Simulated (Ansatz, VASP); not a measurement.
# Cross-check of WC (Qusongite) between VASP and Ansatz

One calculation is typed for both programs; each brings its own data sets. How far apart do they land? The cell is taken from a series of runs on this material, whose earlier steps may have relaxed, scaled, displaced or heated it; both programs get it as it stands.

Calculated with Ansatz 0.2.0; plane waves, with VASP 6.6.1 beside it; relaxation of cell and atoms at PBE with D3(BJ) and relaxation of cell and atoms at r2SCAN.

### 1. The structure

Symmetry: P-6m2, No. 187, hexagonal system. Conventional cell: a = 2.898 Å, b = 2.898 Å, c = 2.828 Å, α = 90.00°, β = 90.00°, γ = 120.00°. W has 6 C at 2.19 Å nearest. Nearest to C lie 6 W at 2.19 Å. Farther neighbours are not listed.

### 2. Ansatz: relaxation of cell and atoms, PBE with D3(BJ)

Ansatz runs on its default PAW (the set named soft_2) files.

The relaxed volume is the usual yardstick between codes: in a stiff, nearly cubic crystal its relative difference is about their pressure difference at one cell divided by the bulk modulus.

The input, input.yaml:

```yaml
crystal:
  lattice:
    - [2.898410198, 0.0, 0.0]
    - [-1.449205099, 2.5100968621, 0.0]
    - [0.0, 0.0, 2.8277797076]
  atoms:
    - { symbol: W, position: [0.0, 0.0, 0.0] }
    - { symbol: C, position: [0.6666666667, 0.3333333333, 0.5] }
kpoints:
  mp_grid: { grid: [18, 18, 16] }
hamiltonian:
  xc: pbe
  dispersion: d3bj
scf:
  occupations: { method: methfessel_paxton, width: 0.2 }
output:
  forces: true
  stress: true
  eigenvalues: true
relax:
  adjacent_minimum: "off"
  f_tol: 0.001
  max_steps: 60
  cell: { stress_tol: 0.01 }
```

The run is started by

```
ansatz run input.yaml --threads 4 --pin off --max-ram 16384MiB --backend cpu --events-out ev --progress --plain --runs-dir out
```

Numbers of over 12 decimals in the logs are rounded to 6 here.

Output:

```text
Engine: ansatz 0.2.0, aarch64-unknown-linux-gnu
Pseudopotentials: kind: paw
Pseudopotential: W, paw, valence charge 14, recommended cutoff 420 eV (normal), W.paw.azcp
Pseudopotential: C, paw, valence charge 4, recommended cutoff 420 eV (normal), C.paw.azcp
Functional definition: PBE
  parameter kappa = 0.804
  parameter beta = 0.066725
  exchange = pbe_x(kappa = kappa, mu = beta*pi^2/3)
  correlation = pbe_c(beta = beta)
Crystal: 2 atoms, lattice volume = 20.573 Å³
Basis set: ecut = 420 eV, 405 PW (Γ), exchange–correlation on 40×40×40 points (8 copies of the dense FFT grid, shifted against one another)
Bands: 13, of which v1, the nominal top of the filled ones, is band 9 counted from 1 (8 counted from 0)
Symmetry: 12 space group operations
Space group: P-6m2 (ITA 187), of the structure as read, at distance tolerance 2.7e-5 Å
k-points: 333 of 5184 (time reversal used)
Non-local potential: W, projectors of the file, l = 0: 3, l = 1: 2, l = 2: 2, l = 3: 1
Non-local potential: C, projectors of the file, l = 0: 2, l = 1: 2, l = 2: 1
PAW form: soft (Blöchl's): semilocal exchange-correlation on the pseudo side does not see the compensation charge
PAW one-centre angular grid: W, 590 points (default); XC on 64 Gauss nodes
PAW one-centre angular grid: C, 110 points (default); XC on 64 Gauss nodes
Initial density: superposition of atomic densities (neutral atoms: chi_scale 0, normalization atom), corrected by the library's trained network
Initial wavefunctions: pseudopotential atomic-orbital guess
Functional: x = pbe(κ = 0.804, μ = 0.219515), c = pbe(β = 0.066725)
SCF iter   1: F=—  HF=-10636.974395 eV  |F-HF|=—  |Δ(HF+E_count)|=         —  Δρ=7.30e-3  dr2=2.59e-3  ethr=1.77e-3  ⟨swp⟩=5.1  Hψ=21338  notcnv=0
preconditioner: auto → none  [metal: Δε(μ)=0.020 eV  Ē_g=10.180 eV  σ=0.200 eV  W_gap=0.08  n_scr=8 (ndim 8)  ℏωp=25.9 eV  f_vac=0.000  D(μ)=0.31/eV (n_scr^D=0)  sad-step TF]
SCF iter   2: F=—  HF=-10636.976679 eV  |F-HF|=—  |Δ(HF+E_count)|=   2.28e-3  S|Δr|=    0.00e0  Δρ=4.20e-3  dr2=8.88e-4  ethr=1.44e-5  ⟨swp⟩=1.7  Hψ=7851  notcnv=0
SCF iter   3: F=—  HF=-10636.977687 eV  |F-HF|=—  |Δ(HF+E_count)|=   1.01e-3  S|Δr|=    0.00e0  Δρ=2.83e-4  dr2=1.24e-5  ethr=4.93e-6  ⟨swp⟩=2.5  Hψ=6711  notcnv=0
SCF iter   4: F=—  HF=-10636.977682 eV  |F-HF|=—  |Δ(HF+E_count)|=   4.95e-6  S|Δr|=    0.00e0  Δρ=8.43e-5  dr2=5.36e-7  ethr=6.91e-8  ⟨swp⟩=2.1  Hψ=6899  notcnv=0
SCF iter   5: F=-10636.977683 eV  HF=-10636.977683 eV  |F-HF|=1.03e-8  |Δ(HF+E_count)|=   4.62e-7  S|Δr|=    0.00e0  Δρ=1.14e-5  dr2=1.82e-8  ethr=5.56e-10  ⟨swp⟩=6.2  Hψ=21254  notcnv=0
SCF 1 converged in 5 iterations: F = -10636.977683 eV  dr2 = 1.82e-8
  greatest PAW one-centre occupation: 1.000 electrons in one spin orbital (limit 2), on the W atom at site 0 (counted from 0), in its partial waves of l = 0
relax step   1: F+E_penalty+E_count = -10636.97768294 eV  Δ(F+E_penalty+E_count) = +0.000e0 eV  max|allowed force component| = 2.220e-16 eV/Å  Δτ_max = 0.0000 Å  P = +1.734 GPa  Ω = 20.573 Å³  (5 SCF iters, dr2 threshold 1.00e-7 eV, accepted)
[...]
relax step   2: F+E_penalty+E_count = -10636.97781029 eV  Δ(F+E_penalty+E_count) = -1.274e-4 eV  max|allowed force component| = 1.850e-16 eV/Å  Δτ_max = 0.0000 Å  P = -0.805 GPa  Ω = 20.701 Å³  energy of the carried Pulay correction = -2.523e-4 eV  (4 SCF iters, dr2 threshold 2.00e-7 eV, accepted)
[...]
relax step   3: F+E_penalty+E_count = -10636.97799571 eV  Δ(F+E_penalty+E_count) = -1.854e-4 eV  max|allowed force component| = 1.573e-16 eV/Å  Δτ_max = 0.0000 Å  P = +0.007 GPa  Ω = 20.659 Å³  energy of the carried Pulay correction = -1.694e-4 eV  (3 SCF iters, dr2 threshold 2.00e-7 eV, accepted)
[...]
relax step   4: F+E_penalty+E_count = -10636.97798988 eV  Δ(F+E_penalty+E_count) = +5.836e-6 eV  max|allowed force component| = 1.665e-16 eV/Å  Δτ_max = 0.0000 Å  P = +0.013 GPa  Ω = 20.660 Å³  energy of the carried Pulay correction = -1.716e-4 eV  (3 SCF iters, dr2 threshold 2.93e-8 eV, rejected (line search))
[...]
relax step   5: F+E_penalty+E_count = -10636.97799570 eV  Δ(F+E_penalty+E_count) = +1.059e-8 eV  max|allowed force component| = 4.163e-16 eV/Å  Δτ_max = 0.0000 Å  P = -0.000 GPa  Ω = 20.659 Å³  energy of the carried Pulay correction = -1.712e-4 eV  (5 SCF iters, accepted)
[...]
relax step   6: F+E_penalty+E_count = -10636.97816737 eV  Δ(F+E_penalty+E_count) = -1.717e-4 eV  max|allowed force component| = 3.516e-16 eV/Å  Δτ_max = 0.0000 Å  P = +0.007 GPa  Ω = 20.659 Å³  stress off target by 7.88e-3 GPa  SCF on the basis re-selected at this cell (its energy is not comparable with the rows above)  (5 SCF iters)
basis re-selected at this cell: Δ(F+E_penalty+E_count) = -1.717e-4 eV, ΔP = +0.008 GPa vs the last step (what re-selecting the basis moved, of the pressure what is left beyond the Pulay correction that the steps carried, after the strain that the cell walked since its last selection, with what the two solves' SCF thresholds leave and, on support functions, any second-order correction that the steps lacked; it is no m [...]
SCF converged after 5 iterations
Stability not checked: this state was not tested for a lower state beside it, because cold or Methfessel-Paxton smearing, or corrected tetrahedra, fill the levels in a way that the test cannot read (fill_not_monotonic; see scf.lower_state_search)
Free energy (F): -10636.978167 eV
Harris-Foulkes:  -10636.978167 eV  (|F-HF|=1.82e-12)
Internal energy: -10636.978107 eV  (E = F + TS)
E sigma→0 (E₀):  -10636.978152 eV
Entropy (-TS):   -0.000061 eV (-0.030 meV/atom)
Fermi energy:    20.690737 eV
--- Per-component energies (eV) ---
  E_band       = -56.655013
  E_kinetic    = 542.449726
  E_local      = -661.409886  (includes V_loc(G=0)·N_el)
  E_nonlocal   = 25.496818
  E_hartree    = 234.279668
  E_xc         = -316.721704
  E_vxc        = -300.664525  (∫ρ·V_xc dr)
  E_paw        = -8661.187062  (= ΣΔE_a)
  E_vpaw       = -131.086424  (= ΣTr[D̂ρ^β])
  E_aug_tail   = -0.000061  (compensation charges beyond the density's cutoff)
  E_ewald      = -1798.957415
  E_disp       = -0.928190  (pairwise vdW)
  E_smearing   = -0.000061  (= −TS)
  E_closure    = 0.000000  (closes the sum)
  Σ components = -10636.978167   (vs F -10636.978167, Δ=0.00e0)
--- Forces (eV/Å), atoms counted from 1 ---
  atom   1  W      0.00000000     0.00000000     0.00000000
  atom   2  C      0.00000000     0.00000000     0.00000000
  max |Σ_I F_I| component: 9.25e-16 eV/Å
--- Stress (GPa, compression-positive) ---
        0.007880      -0.000000      -0.000000
        0.000000       0.007880       0.000000
       -0.000000       0.000000       0.006738
  P = ⅓ Tr σ = 0.0075 GPa (0.075 kbar)
--- Band table (eV; the first three rows and the last of 333) ---
  k-point 0: bands = [... 5 lower, 16.3532, 17.3358, 17.3358, 20.7769, 23.9456, 23.9456, 26.3298, 26.3298]
  k-point 1: bands = [... 5 lower, 16.3086, 17.3795, 17.3795, 20.7588, 23.5928, 23.5928, 26.5488, 26.5488]
  k-point 2: bands = [... 5 lower, 16.1252, 17.5075, 17.5075, 20.7946, 22.8517, 22.8517, 26.8622, 26.8622]
  k-point 332: bands = [... 5 lower, 13.4404, 15.2770, 19.0853, 20.0357, 25.1221, 27.1244, 28.3315, 29.8889]
--- Relaxed structure (5 steps of the walk, 4 accepted, 1 SCFs on fresh bases) ---
  F+E_penalty+E_count = -10636.97816737 eV   max|allowed force component| = 3.516e-16 eV/Å   (the final SCF, on the basis selected at the relaxed cell)
  cell:  # Å, volume = 20.6595 Å³
    - [2.901912, 0, 0]
    - [-1.450956, 2.513129, 1.3904096469664147e-19]
    - [0, 1.5663826541291488e-19, 2.832829]
  atoms:
    - { symbol: W, position: [-3.700743415524894e-17, 0, 0] }
    - { symbol: C, position: [0.666667, 0.333333, 0.5] }
```

### 3. VASP: relaxation of cell and atoms, PBE with D3(BJ)

The same cell, functional, mesh and smearing now go to VASP, with its own data sets.

Lines of VASP's logs that name or quote its potential files are left out, and so is its time.

The input, INCAR:

```
SYSTEM = WC
PREC = Accurate
ENCUT = 600
EDIFF = 1E-07
NELM = 120
ISMEAR = 1
SIGMA = 0.2
LREAL = .FALSE.
ALGO = Normal
GGA = PE
IVDW = 12
NBANDS = 11
LASPH = .TRUE.
LORBIT = 11
LWAVE = .FALSE.
LCHARG = .FALSE.
ISIF = 3
IBRION = 2
NSW = 80
EDIFFG = -0.005
GGA_COMPAT = .FALSE.
NELMIN = 4
KPAR = 2
```

The input, POSCAR:

```
WC
1.0
    2.8984100000      0.0000000000      0.0000000000
   -1.4492050000      2.5100970000      0.0000000000
    0.0000000000      0.0000000000      2.8277800000
W C
1 1
Direct
    0.0000000000      0.0000000000      0.0000000000
    0.6666666667      0.3333333333      0.5000000000
```

The input, KPOINTS:

```
Automatic mesh
0
Gamma
18 18 16
0 0 0
```

The projector-augmented-wave data sets are W and C (PBE family, release 64).

The run is started by

```
mpirun -np 2 vasp_std
```

Output:

```text
[banner, memory and clock lines left out]
running    2 mpi-ranks, on    1 nodes
 distrk:  each k-point on    1 cores,    2 groups
 distr:  one band on    1 cores,    1 groups

 POSCAR found type information on POSCAR W C
 POSCAR found :  2 types and       2 ions
 LDA part: xc-table for (Slater+PW92), standard interpolation
 POSCAR, INCAR and KPOINTS ok, starting setup
 FFT: planning ... GRIDC
 FFT: planning ... GRID_SOFT
 FFT: planning ... GRID
 WAVECAR not read
 entering main loop
       N       E                     dE             d eps       ncg     rms          rms(c)
DAV:   1     0.288148713070E+02    0.28815E+02   -0.54182E+03  7326   0.925E+02
DAV:   2    -0.234642080886E+02   -0.52279E+02   -0.49861E+02  8424   0.214E+02
DAV:   3    -0.256653410636E+02   -0.22011E+01   -0.21745E+01  9231   0.367E+01
DAV:   4    -0.256799874827E+02   -0.14646E-01   -0.14641E-01  7949   0.345E+00
DAV:   5    -0.256800513205E+02   -0.63838E-04   -0.63837E-04  8992   0.229E-01    0.344E+01
DAV:   6    -0.226213620006E+02    0.30587E+01   -0.13820E+01  8631   0.228E+01    0.112E+01
DAV:   7    -0.225555760726E+02    0.65786E-01   -0.66434E-01  7527   0.647E+00    0.827E+00
DAV:   8    -0.225178253158E+02    0.37751E-01   -0.10161E-01  8066   0.240E+00    0.220E+00
DAV:   9    -0.225117218865E+02    0.61034E-02   -0.14994E-02  7956   0.795E-01    0.102E-01
DAV:  10    -0.225117003912E+02    0.21495E-04   -0.83267E-04  8456   0.249E-01    0.185E-01
DAV:  11    -0.225116906991E+02    0.96921E-05   -0.76918E-05  8719   0.625E-02    0.665E-03
DAV:  12    -0.225116877180E+02    0.29811E-05   -0.38023E-06  8181   0.138E-02    0.119E-02
DAV:  13    -0.225116878345E+02   -0.11649E-06   -0.32563E-07  8220   0.582E-03    0.111E-03
DAV:  14    -0.225116877887E+02    0.45722E-07   -0.90420E-09  3951   0.847E-04
   1 F= -.23443629E+02 E0= -.23443563E+02  d E =-.234436E+02
[...]
2 F= -.23442728E+02 E0= -.23442709E+02  d E =0.900633E-03
[...]
3 F= -.23443761E+02 E0= -.23443708E+02  d E =-.131963E-03
[...]
4 F= -.23443761E+02 E0= -.23443708E+02  d E =-.131926E-03
[...]
5 F= -.23443762E+02 E0= -.23443720E+02  d E =-.117252E-05
 trial-energy change:   -0.000001  1 .order   -0.000000   -0.000020    0.000019
 step:   0.4622(harm=  0.4317)  dis= 0.00000  next Energy=   -23.443766 (dE=-0.555E-05)
 bond charge predicted
       N       E                     dE             d eps       ncg     rms          rms(c)
DAV:   1    -0.225135238637E+02   -0.19039E-03   -0.16250E-04  7347   0.974E-02    0.132E-02
DAV:   2    -0.225135222447E+02    0.16190E-05   -0.29323E-06  8709   0.144E-02    0.871E-03
DAV:   3    -0.225135215746E+02    0.67010E-06   -0.76488E-07  8314   0.623E-03    0.679E-04
DAV:   4    -0.225135215284E+02    0.46210E-07   -0.38948E-08  3879   0.144E-03
   6 F= -.23443766E+02 E0= -.23443719E+02  d E =-.555234E-05
 curvature:  -0.22 expect dE=-0.266E-07 dE for cont linesearch -0.261E-07
 trial: gam= 0.00000 g(F)=  0.511E-45 g(S)=  0.121E-06 ort =-0.169E-05 (trialstep = 0.775E+00)
 search vector abs. value=  0.121E-06
 reached required accuracy - stopping structural energy minimisation
```

Parts of OUTCAR (step 3):

```text
ion  position               nearest neighbor table
   1  0.000  0.000  0.000-   2 2.19   2 2.19   2 2.19   2 2.19   2 2.19   2 2.19
   2  0.667  0.333  0.500-   1 2.19   1 2.19   1 2.19   1 2.19   1 2.19   1 2.19

  LATTYP: Found a hexagonal cell.
 ALAT       =     2.8984100000
 C/A-ratio  =     0.9756314669

 Subroutine GETGRP returns: Found 12 space group operations
 (whereof 12 operations were pure point group operations)

The static configuration has the point symmetry D_3h.

 Found    333 irreducible k-points:

   k-points           NKPTS =    333   k-points in BZ     NKDIM =    333   number of bands    NBANDS=     11

   dimension x,y,z NGX =    24 NGY =   24 NGZ =   24
   dimension x,y,z NGXF=    48 NGYF=   48 NGZF=   48

   ENCUT  =  600.0 eV  44.10 Ry    6.64 a.u.   5.79  5.79  5.65*2*pi/ulx,y,z

   NELECT =      10.0000    total number of electrons

 k-points in reciprocal lattice and weights: Automatic mesh
   0.00000000  0.00000000  0.00000000       0.000
   0.05555556  0.00000000  0.00000000       0.001
   0.11111111  0.00000000  0.00000000       0.001
   0.16666667  0.00000000  0.00000000       0.001
   0.22222222  0.00000000  0.00000000       0.001
   0.27777778  0.00000000  0.00000000       0.001
   0.33333333  0.00000000  0.00000000       0.001
   0.38888889  0.00000000  0.00000000       0.001
   0.44444444  0.00000000  0.00000000       0.001
[...]
0.33333333  0.27777778  0.50000000       0.002
   0.33333333  0.33333333  0.50000000       0.000

 Edisp (eV)   -0.93043

 average (electrostatic) potential at core
       1 -37.2144       2 -46.0200

 E-fermi :   8.3845

 k-point     1 :       0.0000    0.0000    0.0000
  band No.  band energies     occupation
      1      -6.0980      2.00000
      2       4.0369      2.00000
      3       5.0369      2.00000
      4       5.0369      2.00000
      5       8.5189      0.10057
      6      11.6108     -0.00000
      7      11.6108     -0.00000
      8      14.0746      0.00000
      9      14.0746      0.00000
    ...

 k-point     2 :       0.0556    0.0000    0.0000
  band No.  band energies     occupation
      1      -6.0195      2.00000
      2       4.0682      2.00000
      3       4.9168      2.00000
      4       5.1142      2.00000
      5       8.2530      1.88816
      6      11.5810     -0.00000
      7      11.9040     -0.00000
      8      13.9017      0.00000
      9      14.0163      0.00000
     10      15.2317      0.00000
    ...

 k-point     3 :       0.1111    0.0000    0.0000
  band No.  band energies     occupation
      1      -5.7894      2.00000
      2       4.0458      2.00000
      3       4.7133      2.00000
      4       5.3402      2.00000
      5       7.6610      2.00000
      6      11.4963     -0.00000
      7      12.5677      0.00000
      8      13.4533      0.00000
      9      13.8571      0.00000
     10      15.8903      0.00000
    ...

 Edisp (eV)   -0.93024

  Total       0.00143     0.00143    -0.00096     0.00000     0.00000     0.00000
  in kB       0.11131     0.11131    -0.07462     0.00000     0.00000     0.00000
  external pressure =        0.05 kB  Pullay stress =        0.00 kB

  energy-cutoff  :      600.00
  volume of cell :       20.61
      direct lattice vectors                 reciprocal lattice vectors
     2.898951556  0.000000000  0.000000000     0.344952298  0.199158277 -0.000000000
    -1.449475778  2.510566002 -0.000000000     0.000000000  0.398316555 -0.000000000
    -0.000000000  0.000000000  2.831751118    -0.000000000  0.000000000  0.353138379

 POSITION                                       TOTAL-FORCE (eV/Angst)
 -----------------------------------------------------------------------------------
      0.00000      0.00000      0.00000        -0.000000      0.000000      0.000000
      1.44948      0.83686      1.41588         0.000000     -0.000000     -0.000000
 -----------------------------------------------------------------------------------
    total drift:                               -0.000000      0.000004      0.000000

  FREE ENERGIE OF THE ION-ELECTRON SYSTEM (eV)
  ---------------------------------------------------
  free  energy   TOTEN  =       -23.4437664516 eV

  energy  without entropy=      -23.4436248999  energy(sigma->0) =      -23.44371927

 reached required accuracy - stopping structural energy minimisation

 total charge
# of ion       s       p       d       tot
------------------------------------------
    1        0.633   0.894   4.369   5.896
    2        0.855   1.577   0.000   2.432
--------------------------------------------------
tot          1.488   2.471   4.369   8.328

[... 3 further parts left out ...]
```

Dispersion corrections of this kind ignore metallic screening and tend to overbind metals. The run keeps the 12 symmetry operations of its start, so it cannot find a distortion of lower symmetry.

### 4. Comparison

Known differences besides the potentials themselves: the data sets hold 18 valence electrons in Ansatz (on its default PAW (the set named soft_2) files) and 10 in VASP; the cutoff is 420 eV in Ansatz and 600 eV in VASP; Ansatz adds a Pulay correction to the stress that steers its cell, VASP none. Total energies have different zeros and are not compared.

Compared:

```
                                         quantity  Ansatz   VASP  difference
                                      volume (Å³)   20.66  20.61     +0.24 %
edge a after relaxation, in the typed setting (Å)   2.902  2.899     +0.10 %
edge c after relaxation, in the typed setting (Å)   2.833  2.832     +0.04 %
```

[end of part 1 of 2]

[Lines on the potential files, build, host, timing and source positions are cut from VASP's logs without a mark.]

[Logs are printed without paths, hosts, clocks, repeated set-up lines and the standing remarks that a program may print on its own settings, such as how far it seeks lower states.]

[Hosts, paths, dates, database ids (printed as entryN), source tags and the programs' standing remarks are cut or masked in the printed files.]
